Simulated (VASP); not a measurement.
VASP input:

POSCAR:
```
BAs
1
    0.0000000000     2.4096250000     2.4096250000
    2.4096250000     0.0000000000     2.4096250000
    2.4096250000     2.4096250000     0.0000000000
B As
1 1
Direct
  0.2617460000   0.2488940000   0.2331890000
 -0.0117460000   0.0011060000   0.0168110000
```

INCAR:
```
ALGO = Normal   ! blocked Davidson
PREC = Accurate
LREAL = .False.   ! projection in real space or not
ISMEAR = 0   ! Gaussian
SYSTEM = BAs
NELM = 100
GGA = PE   ! PBE
EDIFF = 1E-6   ! SCF stop (eV)
ISIF = 2
LCHARG = .False.
LMAXMIX = 4
SIGMA = 0.01   ! width (eV)
LASPH = .True.   ! aspherical one-centre terms
LWAVE = .False.
ENCUT = 400   ! plane-wave cut-off (eV)
```

**KPOINTS**
```
Automatic mesh
0
Gamma
8 8 8
0 0 0
```

POTCAR, in this order: B As (PBE.64 set). Program: vasp_std.

Question: Write an equivalent input for Ansatz.

Answer: One equivalent input (not run):
Ansatz 0.2 input:
```yaml
crystal:
  lattice:
    - [0.0000000, 2.4096250, 2.4096250]
    - [2.4096250, 0.0000000, 2.4096250]
    - [2.4096250, 2.4096250, 0.0000000]
  atoms:
    - { symbol: B, position: [0.2617460, 0.2488940, 0.2331890] }
    - { symbol: As, position: [-0.0117460, 0.0011060, 0.0168110] }
kpoints:
  mp_grid: { grid: [8, 8, 8] }
hamiltonian:
  xc: pbe
  pseudopotentials: { kind: paw }
scf:
  occupations: { method: gaussian, width: 0.01 }
  max_iter: 100
output: { forces: true, stress: true, eigenvalues: true }
```
Limits of the translation: each code has its own PAW files, so the cut-off isn't converted (ENCUT is set for VASP's; basis.ecutwfc is left out, and Ansatz then takes the one that its files recommend); Ansatz stops its SCF on the density residual and VASP on the energy change (EDIFF).

The structure comes from a computed database's BAs entry; how it stands against other phases isn't given here. The cell was not relaxed at this level, atoms are displaced from their ideal sites.
